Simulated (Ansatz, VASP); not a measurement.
# KTaO3 in two plane-wave programs, part 2 of 3

Aim: how closely do two programs agree when they are given the same cell, functional and k mesh? The cell is taken from a series of runs on this material, whose earlier steps may have relaxed, scaled, displaced or heated it; both programs get it as it stands.

VASP 6.6.1 and Ansatz 0.2.0.

So far: The structure; VASP: zone-centre phonons, PBE.

### 2. VASP: zone-centre phonons, PBE (continued)

Level of this step: PBE; plane waves and PAW (O, K_sv, Ta_pv) (VASP).

OUTCAR, selected parts (step 2):

```text
ion  position               nearest neighbor table
   1  0.500  0.000  0.000-   5 2.05   5 2.05
   2  0.000  0.500  0.000-   5 2.05   5 2.05
   3  0.000  0.000  0.500-   5 2.05   5 2.05
   4  0.500  0.500  0.500-   5 3.55   5 3.55   5 3.55   5 3.55   5 3.55   5 3.55   5 3.55   5 3.55

  LATTYP: Found a simple cubic cell.
 ALAT       =     4.1021061019

 Subroutine GETGRP returns: Found 48 space group operations
 (whereof 48 operations were pure point group operations)

The static configuration has the point symmetry O_h .

 Found     35 irreducible k-points:

   k-points           NKPTS =     35   k-points in BZ     NKDIM =     35   number of bands    NBANDS=     25

   dimension x,y,z NGX =    36 NGY =   36 NGZ =   36
   dimension x,y,z NGXF=    72 NGYF=   72 NGZF=   72

   ENCUT  =  600.0 eV  44.10 Ry    6.64 a.u.   8.19  8.19  8.19*2*pi/ulx,y,z

   NELECT =      38.0000    total number of electrons

 k-points in reciprocal lattice and weights: Automatic mesh
   0.00000000  0.00000000  0.00000000       0.002
   0.12500000  0.00000000  0.00000000       0.012
   0.25000000  0.00000000  0.00000000       0.012
   0.37500000  0.00000000  0.00000000       0.012
   0.50000000  0.00000000  0.00000000       0.006
   0.12500000  0.12500000  0.00000000       0.023
   0.25000000  0.12500000  0.00000000       0.047
   0.37500000  0.12500000  0.00000000       0.047
   0.50000000  0.12500000  0.00000000       0.023
[...]
0.50000000  0.50000000  0.37500000       0.012
   0.50000000  0.50000000  0.50000000       0.002

 average (electrostatic) potential at core
       1 -72.3999       2 -72.3999       3 -72.3999       4 -33.3667       5 -41.8302

  Total       -3.9732668     -3.9732668     -3.9732668     -0.0000000      0.0000000     -0.0000000
  in kB      -92.2226601    -92.2226601    -92.2226601     -0.0000000      0.0000000     -0.0000000
  external PRESSURE =     -92.2226601 kB  Pullay stress =       0.0000000 kB

  energy-cutoff  :      600.00
  volume of cell :       69.03
      direct lattice vectors                 reciprocal lattice vectors
     4.102106102  0.000000000  0.000000000     0.243777215  0.000000000  0.000000000
[...]
2    -0.00000     1.15040    -0.00000
    3     0.00000     0.00000     1.15040
 ion    5
    1     8.89403     0.00000    -0.00000
    2    -0.00000     8.89403    -0.00000
    3     0.00000     0.00000     8.89403

 Eigenvectors and eigenvalues of the dynamical matrix
 ----------------------------------------------------

   1 f  =   13.497786 THz    84.809090 2PiTHz  450.237674 cm-1    55.822332 meV
             X         Y         Z           dx          dy          dz
      2.051053  0.000000  0.000000    -0.000032   -0.005202    0.520951
      0.000000  2.051053  0.000000     0.000025    0.006645    0.520951
      0.000000  0.000000  2.051053     0.000025   -0.005202   -0.665560
      2.051053  2.051053  2.051053     0.000001   -0.000135    0.013487
      0.000000  0.000000  0.000000    -0.000006    0.001180   -0.118189

   2 f  =   13.497786 THz    84.809090 2PiTHz  450.237674 cm-1    55.822332 meV
             X         Y         Z           dx          dy          dz
      2.051053  0.000000  0.000000     0.665476   -0.009776   -0.000072
      0.000000  2.051053  0.000000    -0.520885    0.012489   -0.000072
      0.000000  0.000000  2.051053    -0.520885   -0.009776    0.000092
      2.051053  2.051053  2.051053    -0.013485   -0.000253   -0.000002
      0.000000  0.000000  0.000000     0.118174    0.002218    0.000016

   3 f  =   13.497786 THz    84.809090 2PiTHz  450.237674 cm-1    55.822332 meV
             X         Y         Z           dx          dy          dz
      2.051053  0.000000  0.000000     0.012490    0.520859    0.005201
      0.000000  2.051053  0.000000    -0.009776   -0.665443    0.005201
      0.000000  0.000000  2.051053    -0.009776    0.520859   -0.006645
      2.051053  2.051053  2.051053    -0.000253    0.013485    0.000135
      0.000000  0.000000  0.000000     0.002218   -0.118168   -0.001180

   4 f  =    8.203376 THz    51.543332 2PiTHz  273.635171 cm-1    33.926422 meV
             X         Y         Z           dx          dy          dz
      2.051053  0.000000  0.000000     0.000000    0.000000    0.707107
      0.000000  2.051053  0.000000     0.000000   -0.000000   -0.707107
      0.000000  0.000000  2.051053    -0.000000    0.000000    0.000000
      2.051053  2.051053  2.051053     0.000000   -0.000000    0.000000
      0.000000  0.000000  0.000000    -0.000000    0.000000    0.000000

   5 f  =    8.203376 THz    51.543332 2PiTHz  273.635171 cm-1    33.926422 meV
             X         Y         Z           dx          dy          dz
      2.051053  0.000000  0.000000    -0.000000   -0.697739    0.000000
      0.000000  2.051053  0.000000     0.114717   -0.000000   -0.000000
      0.000000  0.000000  2.051053    -0.114717    0.697739   -0.000000
      2.051053  2.051053  2.051053    -0.000000   -0.000000    0.000000
      0.000000  0.000000  0.000000     0.000000   -0.000000   -0.000000

   6 f  =    8.203376 THz    51.543332 2PiTHz  273.635171 cm-1    33.926422 meV
             X         Y         Z           dx          dy          dz
      2.051053  0.000000  0.000000     0.000000    0.114717   -0.000000
      0.000000  2.051053  0.000000     0.697739   -0.000000    0.000000
      0.000000  0.000000  2.051053    -0.697739   -0.114717    0.000000
      2.051053  2.051053  2.051053     0.000000    0.000000   -0.000000
      0.000000  0.000000  0.000000     0.000000   -0.000000    0.000000

   7 f  =    4.795029 THz    30.128056 2PiTHz  159.944950 cm-1    19.830637 meV
             X         Y         Z           dx          dy          dz
      2.051053  0.000000  0.000000     0.139326    0.022997    0.000203
      0.000000  2.051053  0.000000     0.134738    0.023781    0.000203
      0.000000  0.000000  2.051053     0.134738    0.022997    0.000210
      2.051053  2.051053  2.051053    -0.909005   -0.155151   -0.001368
      0.000000  0.000000  0.000000     0.299467    0.051114    0.000451

   8 f  =    4.795029 THz    30.128056 2PiTHz  159.944950 cm-1    19.830637 meV
             X         Y         Z           dx          dy          dz
      2.051053  0.000000  0.000000    -0.000663    0.004959   -0.136595
      0.000000  2.051053  0.000000    -0.000641    0.005128   -0.136595
      0.000000  0.000000  2.051053    -0.000641    0.004959   -0.141247
      2.051053  2.051053  2.051053     0.004323   -0.033455    0.921534
      0.000000  0.000000  0.000000    -0.001424    0.011022   -0.303594

   9 f  =    4.795029 THz    30.128056 2PiTHz  159.944950 cm-1    19.830637 meV
             X         Y         Z           dx          dy          dz
      2.051053  0.000000  0.000000     0.023772   -0.134647   -0.004996
      0.000000  2.051053  0.000000     0.022989   -0.139232   -0.004996
      0.000000  0.000000  2.051053     0.022989   -0.134647   -0.005166
      2.051053  2.051053  2.051053    -0.155097    0.908390    0.033706
      0.000000  0.000000  0.000000     0.051096   -0.299264   -0.011104

  10 f  =    0.003742 THz     0.023514 2PiTHz    0.124831 cm-1     0.015477 meV
             X         Y         Z           dx          dy          dz
      2.051053  0.000000  0.000000    -0.021301   -0.031983    0.240993
      0.000000  2.051053  0.000000    -0.021333   -0.031935    0.240993
      0.000000  0.000000  2.051053    -0.021333   -0.031983    0.240636
      2.051053  2.051053  2.051053    -0.033277   -0.049890    0.375927
      0.000000  0.000000  0.000000    -0.071903   -0.107800    0.812281

  11 f  =    0.003742 THz     0.023514 2PiTHz    0.124831 cm-1     0.015477 meV
             X         Y         Z           dx          dy          dz
      2.051053  0.000000  0.000000    -0.242323   -0.011466   -0.023004
      0.000000  2.051053  0.000000    -0.242682   -0.011449   -0.023004
      0.000000  0.000000  2.051053    -0.242682   -0.011466   -0.022970
      2.051053  2.051053  2.051053    -0.378563   -0.017886   -0.035884
      0.000000  0.000000  0.000000    -0.817977   -0.038648   -0.077537

  12 f  =    0.003742 THz     0.023514 2PiTHz    0.124831 cm-1     0.015477 meV
             X         Y         Z           dx          dy          dz
      2.051053  0.000000  0.000000     0.014317   -0.241663   -0.030802
      0.000000  2.051053  0.000000     0.014338   -0.241306   -0.030802
      0.000000  0.000000  2.051053     0.014338   -0.241663   -0.030757
      2.051053  2.051053  2.051053     0.022366   -0.376973   -0.048049
      0.000000  0.000000  0.000000     0.048327   -0.814541   -0.103822

  13 f/i=    6.050129 THz    38.014081 2PiTHz  201.810579 cm-1    25.021312 meV
             X         Y         Z           dx          dy          dz
      2.051053  0.000000  0.000000     0.666948   -0.101024   -0.011025
      0.000000  2.051053  0.000000     0.374189   -0.180063   -0.011025
      0.000000  0.000000  2.051053     0.374189   -0.101024   -0.019651
      2.051053  2.051053  2.051053     0.065003   -0.017550   -0.001915
      0.000000  0.000000  0.000000    -0.449699    0.121410    0.013250

  14 f/i=    6.050129 THz    38.014081 2PiTHz  201.810579 cm-1    25.021312 meV
             X         Y         Z           dx          dy          dz
      2.051053  0.000000  0.000000     0.180771    0.368585    0.064834
      0.000000  2.051053  0.000000     0.101421    0.656960    0.064834
      0.000000  0.000000  2.051053     0.101421    0.368585    0.115559
      2.051053  2.051053  2.051053     0.017619    0.064030    0.011263
      0.000000  0.000000  0.000000    -0.121887   -0.442964   -0.077917

  15 f/i=    6.050129 THz    38.014081 2PiTHz  201.810579 cm-1    25.021312 meV
             X         Y         Z           dx          dy          dz
      2.051053  0.000000  0.000000     0.011428    0.065452   -0.382125
      0.000000  2.051053  0.000000     0.006412    0.116660   -0.382125
      0.000000  0.000000  2.051053     0.006412    0.065452   -0.681094
      2.051053  2.051053  2.051053     0.001114    0.011370   -0.066382
      0.000000  0.000000  0.000000    -0.007705   -0.078660    0.459236

 MACROSCOPIC STATIC DIELECTRIC TENSOR IONIC CONTRIBUTION
 ------------------------------------------------------
           0.040717     0.000000    -0.000000
           0.000000     0.040717     0.000000
          -0.000000     0.000000     0.040717
 ------------------------------------------------------

 ELASTIC MODULI CONTR FROM IONIC RELAXATION (kBar)
 Direction    XX          YY          ZZ          XY          YZ          ZX
 --------------------------------------------------------------------------------
 XX           0.0000      0.0000      0.0000      0.0000      0.0000      0.0000
 YY           0.0000      0.0000      0.0000      0.0000      0.0000      0.0000
 ZZ           0.0000      0.0000      0.0000      0.0000      0.0000      0.0000
 XY           0.0000      0.0000      0.0000      0.0000      0.0000      0.0000
 YZ           0.0000      0.0000      0.0000      0.0000      0.0000      0.0000
 ZX           0.0000      0.0000      0.0000      0.0000      0.0000      0.0000
 --------------------------------------------------------------------------------

 PIEZOELECTRIC TENSOR IONIC CONTR  for field in x, y, z        (C/m^2)
          XX          YY          ZZ          XY          YZ          ZX
  --------------------------------------------------------------------------------
  x     0.00000     0.00000     0.00000     0.00000     0.00000     0.00000
  y     0.00000     0.00000     0.00000     0.00000     0.00000     0.00000
  z     0.00000     0.00000     0.00000     0.00000     0.00000     0.00000
```

With imaginary modes the cell is no minimum, so the ionic parts of its dielectric, piezoelectric and elastic tensors have no meaning.

(Part 2 of 3 ends here.)

[Lines on the potential files, build, host, timing and source positions are cut from VASP's logs without a mark.]

[Logs are printed without paths, hosts, clocks, repeated set-up lines and the standing remarks that a program may print on its own settings, such as how far it seeks lower states.]

[Hosts, paths, dates, database ids (printed as entryN), source tags and the programs' standing remarks are cut or masked in the printed files.]
